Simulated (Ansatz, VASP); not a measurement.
# Cross-check of MgSi between VASP and Ansatz, part 2 of 2

Aim: how closely do two programs agree when they are given the same cell, functional and k mesh? The cell is taken from a series of runs on this material, whose earlier steps may have relaxed, scaled, displaced or heated it; both programs get it as it stands.

VASP 6.6.1 and Ansatz 0.2.0.

So far: Set-up; Ansatz: zone-centre phonons, PBEsol.

### 3. VASP: zone-centre phonons, PBEsol

Level of this step: PBEsol; plane waves and PAW (Mg, Si) (VASP).

The same cell, functional, mesh and smearing now go to VASP, with its own data sets.

Lines of VASP's logs that name or quote its potential files are left out, and so is its time.

Contents of INCAR:

```
SYSTEM = MgSi
PREC = Accurate
ENCUT = 600
EDIFF = 1E-08
NELM = 120
ISMEAR = 1
SIGMA = 0.15
LREAL = .FALSE.
ALGO = Normal
GGA = PS
NBANDS = 9
LORBIT = 11
LWAVE = .FALSE.
LCHARG = .FALSE.
ISIF = 2
IBRION = 8
LASPH = .TRUE.
GGA_COMPAT = .FALSE.
KPAR = 2
```

Contents of POSCAR:

```
MgSi
1.0
    2.9379161965      0.0000000000      0.0000000000
    0.0000000000      2.9379161965      0.0000000000
    0.0000000000      0.0000000000      3.9576587989
Mg Si
1 1
Direct
    0.0000000000      0.0000000000      0.0000000000
    0.5000000000      0.5000000000      0.5000000000
```

Contents of KPOINTS:

```
Automatic mesh
0
Gamma
16 16 12
0 0 0
```

PAW data sets: Mg and Si (PBE family, release 64).

Run with:

```
> mpirun -np 2 vasp_std
```

Numbers of over 12 decimals in the logs are rounded to 6 here.

What it wrote:

```text
[banner, memory and clock lines left out]
running    2 mpi-ranks, on    1 nodes
 distrk:  each k-point on    1 cores,    2 groups
 distr:  one band on    1 cores,    1 groups

 POSCAR found type information on POSCAR MgSi
 POSCAR found :  2 types and       2 ions
|                                                                             |
|               ----> ADVICE to this user running VASP <----                  |
|                                                                             |
|     You enforced a specific xc type in the INCAR file but a different       |
|     [... a line on the potential file left out ...]
|     I HOPE YOU KNOW WHAT YOU ARE DOING!                                     |
|                                                                             |

 LDA part: xc-table for (Slater+PW92), standard interpolation
 POSCAR, INCAR and KPOINTS ok, starting setup
 FFT: planning ... GRIDC
 FFT: planning ... GRID_SOFT
 FFT: planning ... GRID
 WAVECAR not read
 entering main loop
       N       E                     dE             d eps       ncg     rms          rms(c)
DAV:   1     0.392957628892E+01    0.39296E+01   -0.27983E+03  5790   0.591E+02
DAV:   2    -0.723445681347E+01   -0.11164E+02   -0.10757E+02  7577   0.636E+01
DAV:   3    -0.747666856952E+01   -0.24221E+00   -0.24030E+00  7237   0.887E+00
DAV:   4    -0.747778913959E+01   -0.11206E-02   -0.11205E-02  7620   0.641E-01
DAV:   5    -0.747779405831E+01   -0.49187E-05   -0.49183E-05  7168   0.377E-02    0.248E+00
DAV:   6    -0.739577499924E+01    0.82019E-01   -0.86286E-02  6157   0.106E+00    0.146E+00
DAV:   7    -0.736631607751E+01    0.29459E-01   -0.60178E-02  6573   0.954E-01    0.277E-01
DAV:   8    -0.736442732743E+01    0.18888E-02   -0.36912E-03  6191   0.310E-01    0.934E-02
DAV:   9    -0.736439368565E+01    0.33642E-04   -0.15360E-04  6728   0.694E-02    0.413E-02
DAV:  10    -0.736439278093E+01    0.90472E-06   -0.10058E-05  6644   0.144E-02    0.375E-03
DAV:  11    -0.736439216949E+01    0.61144E-06   -0.12912E-06  6666   0.520E-03    0.330E-03
DAV:  12    -0.736439218056E+01   -0.11063E-07   -0.81128E-08  6689   0.157E-03    0.108E-03
DAV:  13    -0.736439217287E+01    0.76861E-08   -0.17289E-09  3437   0.245E-04
   1 F= -.73643922E+01 E0= -.73644067E+01  d E =0.436126E-04
 Linear response reoptimize wavefunctions to high precision
DAV:   1    -0.736439216569E+01    0.71814E-08   -0.11135E-09  5386   0.153E-04
DAV:   2    -0.736439216568E+01    0.44338E-11   -0.31865E-11  3161   0.406E-05
 Linear response DOF=           4
 Linear response progress:
  Degree of freedom:   1/  4
       N       E                     dE             d eps       ncg     rms          rms(c)
RMM:   1    -0.178163471302E-02   -0.17816E-02   -0.85459E-04 20184   0.268E-01
RMM:   2    -0.176727913731E-02    0.14356E-04   -0.41353E-05 16144   0.361E-02    0.247E-02
RMM:   3    -0.176357555573E-02    0.37036E-05   -0.63846E-06 16530   0.124E-02    0.136E-02
RMM:   4    -0.177571558877E-02   -0.12140E-04   -0.50161E-06 16259   0.112E-02    0.325E-03
RMM:   5    -0.177771768909E-02   -0.20021E-05   -0.15640E-07 16540   0.297E-03    0.192E-04
RMM:   6    -0.177789666451E-02   -0.17898E-06   -0.13530E-09 16981   0.211E-04    0.103E-04
RMM:   7    -0.177796983888E-02   -0.73174E-07   -0.29864E-10 17087   0.773E-05    0.101E-05
RMM:   8    -0.177800107043E-02   -0.31232E-07   -0.83912E-11 17702   0.159E-05    0.505E-06
RMM:   9    -0.177800338234E-02   -0.23119E-08   -0.83949E-11 17755   0.873E-06    0.296E-07
 first order change of Fermi-energy  -0.26160E-04
 force on displaced ion       1 direction 1 :  -2.028   0.000   0.000
 Linear response progress:
  Degree of freedom:   2/  4
       N       E                     dE             d eps       ncg     rms          rms(c)
RMM:   1    -0.326232455340E-02   -0.32623E-02    0.14522E-02 11185   0.412E-01
RMM:   2    -0.327727093657E-02   -0.14946E-04   -0.89468E-05  8861   0.604E-02    0.428E-02
RMM:   3    -0.322293725098E-02    0.54334E-04   -0.52869E-05  8937   0.268E-02    0.188E-02
RMM:   4    -0.324079401306E-02   -0.17857E-04   -0.15074E-05  9045   0.148E-02    0.586E-03
RMM:   5    -0.324033088785E-02    0.46313E-06   -0.35861E-07  9126   0.448E-03    0.420E-04
RMM:   6    -0.324107452741E-02   -0.74364E-06   -0.10477E-08  9327   0.440E-04    0.203E-04
RMM:   7    -0.324106518528E-02    0.93421E-08   -0.98602E-10  9469   0.156E-04    0.165E-05
 first order change of Fermi-energy   0.18423E-03
 force on displaced ion       1 direction 3 :  -0.000   0.000  -4.264
 Linear response progress:
  Degree of freedom:   3/  4
       N       E                     dE             d eps       ncg     rms          rms(c)
RMM:   1    -0.124560809003E-01   -0.12456E-01    0.52882E-03 20166   0.530E-01
RMM:   2    -0.124007446155E-01    0.55336E-04   -0.15046E-04 15983   0.771E-02    0.414E-02
RMM:   3    -0.124550902146E-01   -0.54346E-04   -0.14766E-05 16324   0.196E-02    0.238E-02
RMM:   4    -0.125672972910E-01   -0.11221E-03   -0.14702E-05 16118   0.180E-02    0.419E-03
RMM:   5    -0.125472967010E-01    0.20001E-04   -0.50182E-07 16743   0.367E-03    0.566E-04
RMM:   6    -0.125474855582E-01   -0.18886E-06   -0.50843E-09 16947   0.462E-04    0.323E-04
RMM:   7    -0.125469756306E-01    0.50993E-06   -0.14766E-09 17233   0.126E-04    0.215E-05
RMM:   8    -0.125469779299E-01   -0.22993E-08   -0.16616E-09 17872   0.254E-05    0.455E-06
 first order change of Fermi-energy  -0.87009E-04
 force on displaced ion       2 direction 1 :  -2.027   0.000   0.000
 Linear response progress:
  Degree of freedom:   4/  4
       N       E                     dE             d eps       ncg     rms          rms(c)
RMM:   1    -0.222169335388E-01   -0.22217E-01    0.77316E-02 10999   0.863E-01
RMM:   2    -0.227279513134E-01   -0.51102E-03   -0.42680E-04  8830   0.135E-01    0.605E-02
RMM:   3    -0.228031673338E-01   -0.75216E-04   -0.11029E-04  8886   0.411E-02    0.311E-02
RMM:   4    -0.229568690385E-01   -0.15370E-03   -0.41523E-05  8955   0.245E-02    0.104E-02
RMM:   5    -0.229685535706E-01   -0.11685E-04   -0.27239E-06  9232   0.862E-03    0.209E-03
RMM:   6    -0.229687876825E-01   -0.23411E-06   -0.54114E-08  9388   0.116E-03    0.976E-04
RMM:   7    -0.229689787989E-01   -0.19112E-06   -0.48982E-09  9443   0.305E-04    0.444E-05
RMM:   8    -0.229690391524E-01   -0.60354E-07   -0.12451E-09  9785   0.641E-05    0.430E-05
RMM:   9    -0.229689618593E-01    0.77293E-07    0.10577E-09  9962   0.254E-05    0.312E-06
RMM:  10    -0.229689552962E-01    0.65631E-08   -0.49726E-10  9497   0.158E-05    0.143E-06
 first order change of Fermi-energy  -0.95758E-04
 force on displaced ion       2 direction 3 :  -0.000   0.000  -4.268
 Linear response finished
```

Parts of OUTCAR (step 3):

```text
ion  position               nearest neighbor table
   1  0.000  0.000  0.000-   2 2.87   2 2.87   2 2.87   2 2.87   2 2.87   2 2.87   2 2.87   2 2.87

  LATTYP: Found a simple tetragonal cell.
 ALAT       =     2.9379161965
 C/A-ratio  =     1.3470972397

 Subroutine GETGRP returns: Found 16 space group operations
 (whereof 16 operations were pure point group operations)

The static configuration has the point symmetry D_4h.

 Found    315 irreducible k-points:

   k-points           NKPTS =    315   k-points in BZ     NKDIM =    315   number of bands    NBANDS=      9

   dimension x,y,z NGX =    24 NGY =   24 NGZ =   32
   dimension x,y,z NGXF=    48 NGYF=   48 NGZF=   64

   ENCUT  =  600.0 eV  44.10 Ry    6.64 a.u.   5.87  5.87  7.90*2*pi/ulx,y,z

   NELECT =       6.0000    total number of electrons

 k-points in reciprocal lattice and weights: Automatic mesh
   0.00000000  0.00000000  0.00000000       0.000
   0.06250000  0.00000000  0.00000000       0.001
   0.12500000  0.00000000  0.00000000       0.001
   0.18750000  0.00000000  0.00000000       0.001
   0.25000000  0.00000000  0.00000000       0.001
   0.31250000  0.00000000  0.00000000       0.001
   0.37500000  0.00000000  0.00000000       0.001
   0.43750000  0.00000000  0.00000000       0.001
   0.50000000  0.00000000  0.00000000       0.001
[...]
0.50000000  0.43750000  0.50000000       0.001
   0.50000000  0.50000000  0.50000000       0.000

 average (electrostatic) potential at core
       1 -35.3753       2 -83.1483

  Total       -0.0224141     -0.0224141     -0.0229035      0.0000000      0.0000000      0.0000000
  in kB       -1.0512699     -1.0512699     -1.0742268      0.0000000      0.0000000      0.0000000
  external PRESSURE =      -1.0589222 kB  Pullay stress =       0.0000000 kB

  energy-cutoff  :      600.00
  volume of cell :       34.16
      direct lattice vectors                 reciprocal lattice vectors
     2.937916196  0.000000000  0.000000000     0.340377306  0.000000000  0.000000000
     0.000000000  2.937916196  0.000000000     0.000000000  0.340377306  0.000000000
     0.000000000  0.000000000  3.957658799     0.000000000  0.000000000  0.252674637

 POSITION                                       TOTAL-FORCE (eV/Angst)
 -----------------------------------------------------------------------------------
      0.00000      0.00000      0.00000         0.000000      0.000000      0.000000
      1.46896      1.46896      1.97883         0.000000      0.000000      0.000000
 -----------------------------------------------------------------------------------
    total drift:                               -0.000000     -0.000000     -0.000000

 Eigenvectors and eigenvalues of the dynamical matrix
 ----------------------------------------------------

   1 f  =    8.945268 THz    56.204777 2PiTHz  298.382027 cm-1    36.994640 meV
             X         Y         Z           dx          dy          dz
      0.000000  0.000000  0.000000     0.000000   -0.000000   -0.732006
      1.468958  1.468958  1.978829    -0.000000    0.000000    0.681298

   2 f  =    6.167218 THz    38.749772 2PiTHz  205.716243 cm-1    25.505552 meV
             X         Y         Z           dx          dy          dz
      0.000000  0.000000  0.000000     0.732226    0.000000    0.000000
      1.468958  1.468958  1.978829    -0.681062   -0.000000    0.000000

   3 f  =    6.167218 THz    38.749772 2PiTHz  205.716243 cm-1    25.505552 meV
             X         Y         Z           dx          dy          dz
      0.000000  0.000000  0.000000    -0.000000    0.732226   -0.000000
      1.468958  1.468958  1.978829    -0.000000   -0.681062    0.000000

   4 f/i=    0.000490 THz     0.003081 2PiTHz    0.016358 cm-1     0.002028 meV
             X         Y         Z           dx          dy          dz
      0.000000  0.000000  0.000000    -0.000000    0.681062   -0.000000
      1.468958  1.468958  1.978829    -0.000000    0.732226    0.000000

   5 f/i=    0.000490 THz     0.003081 2PiTHz    0.016358 cm-1     0.002028 meV
             X         Y         Z           dx          dy          dz
      0.000000  0.000000  0.000000     0.681062    0.000000   -0.000000
      1.468958  1.468958  1.978829     0.732226    0.000000    0.000000

   6 f/i=    0.002178 THz     0.013683 2PiTHz    0.072640 cm-1     0.009006 meV
             X         Y         Z           dx          dy          dz
      0.000000  0.000000  0.000000     0.000000   -0.000000   -0.681298
      1.468958  1.468958  1.978829    -0.000000    0.000000   -0.732006

 ELASTIC MODULI CONTR FROM IONIC RELAXATION (kBar)
 Direction    XX          YY          ZZ          XY          YZ          ZX
 --------------------------------------------------------------------------------
 XX           0.0000      0.0000      0.0000      0.0000      0.0000      0.0000
 YY           0.0000      0.0000      0.0000      0.0000      0.0000      0.0000
 ZZ           0.0000      0.0000      0.0000      0.0000      0.0000      0.0000
 XY           0.0000      0.0000      0.0000      0.0000      0.0000      0.0000
 YZ           0.0000      0.0000      0.0000      0.0000      0.0000      0.0000
 ZX           0.0000      0.0000      0.0000      0.0000      0.0000      0.0000
 --------------------------------------------------------------------------------
```

Energies printed during the response cycles are not total energies of the cell. The PAW data sets were made with PBE, which is usual practice but a small mismatch for other functionals.

### 4. Comparison

Known differences besides the potentials themselves: VASP's run holds the zone centre alone; the data sets hold 14 valence electrons in Ansatz (on norm-conserving files, of PseudoDojo where its log says so) and 6 in VASP; the cutoff is 1142.88 eV in Ansatz and 600 eV in VASP. Total energies have different zeros and are not compared.

Both answers:

| quantity | Ansatz | VASP | difference |
| --- | --- | --- | --- |
| optical mode 1 to 2 (cm⁻¹) | 205.2 | 205.7 | -0.25 % |
| optical mode 3 (cm⁻¹) | 298.3 | 298.4 | -0.03 % |

Modes are paired by rising frequency, not by their patterns, so a pair may set unlike modes beside each other; they are those without the splitting of longitudinal modes.

### 5. Outcome

| Quantity | Value |
| --- | --- |
| r.m.s. difference of the optical zone-centre modes, each program's sorted by frequency (zone-centre phonons, PBEsol) | 0.42 cm⁻¹ |

**Reading.** The r.m.s. difference of the optical zone-centre modes, each program's sorted by frequency is 0.42 cm⁻¹ (zone-centre phonons, PBEsol). The data sets hold unlike numbers of valence electrons (14 in Ansatz and 6 in VASP), so part of the differences comes from the potentials. How closely two codes agree says nothing of how well the functional describes the real material.

[Lines on the potential files, build, host, timing and source positions are cut from VASP's logs without a mark.]

[Logs are printed without paths, hosts, clocks, repeated set-up lines and the standing remarks that a program may print on its own settings, such as how far it seeks lower states.]

[Hosts, paths, dates, database ids (printed as entryN), source tags and the programs' standing remarks are cut or masked in the printed files.]
